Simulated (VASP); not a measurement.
VASP ran on this input.

KPOINTS:
```
Automatic
0
Gamma
  9 9 5
0 0 0
```

File POSCAR:
```
AlN
1.0
  2.8350680085   0.0000000000   0.0000000000
 -1.4175340042   2.4552407615   0.0000000000
  0.0000000000   0.0000000000   4.8562823481
Al N
2 2
Cart
  0.0000000000   0.0000000000   0.0000000000
  0.0000000000   0.0000000000   2.4281411740
 -0.0000014175   1.6368279927   1.2140705870
  1.4175354218   0.8184127688   3.6422117611
```

### INCAR
```
# general
SYSTEM = AlN
PREC   = Accurate
ENCUT  = 620
LREAL  = .FALSE.
LASPH  = .TRUE.

# electronic loop
EDIFF  = 1E-6
NELM   = 100
ALGO   = Normal

# smearing
ISMEAR = 0
SIGMA  = 0.05

# functional
GGA    = PS

# ions
IBRION = 2
NSW    = 40
ISIF   = 3
EDIFFG = -0.02

# output
LWAVE  = .FALSE.
LCHARG = .FALSE.
```

POTCAR, in this order: Al N (PBE.64 set). Program: vasp_std.

Task: Write an equivalent input for Quantum ESPRESSO's pw.x.

Result: One equivalent input (not run):
```
&CONTROL
  calculation = 'vc-relax'
  pseudo_dir = './pseudo'
  outdir = './out'
  tprnfor = .true.
  tstress = .true.
  nstep = 40
  forc_conv_thr = 0.00078
/
&SYSTEM
  ibrav = 0
  nat = 4
  ntyp = 2
  ecutwfc = 84
  occupations = 'smearing'
  smearing = 'gaussian'
  degauss = 0.003675
  input_dft = 'pbesol'
/
&ELECTRONS
  conv_thr = 7.3e-08
  electron_maxstep = 100
/
&IONS
/
&CELL
/
ATOMIC_SPECIES
  Al 26.982 Al.upf
  N 14.007 N.upf
CELL_PARAMETERS angstrom
     2.8350680    0.0000000    0.0000000
    -1.4175340    2.4552408    0.0000000
     0.0000000    0.0000000    4.8562823
ATOMIC_POSITIONS crystal
  Al   0.0000000  0.0000000  0.0000000
  Al   0.0000000  0.0000000  0.5000000
  N    0.3333330  0.6666670  0.2500000
  N    0.6666670  0.3333330  0.7500000
K_POINTS automatic
  9 9 5 0 0 0
```
Limits of the translation: the potentials are each code's own (VASP's PAW set, PseudoDojo norm-conserving files in pw.x), so ENCUT and ecutwfc are chosen apart and not converted; conv_thr bounds pw.x's estimated SCF error, while EDIFF bounds the energy change between steps; forc_conv_thr acts on force components and is met together with etot_conv_thr.

The structure was generated: AlN was put into the NiAs type type (P6_3/mmc), which need not be its known phase. This run relaxes it. Symmetry was kept, so distortions that lower it aren't found.
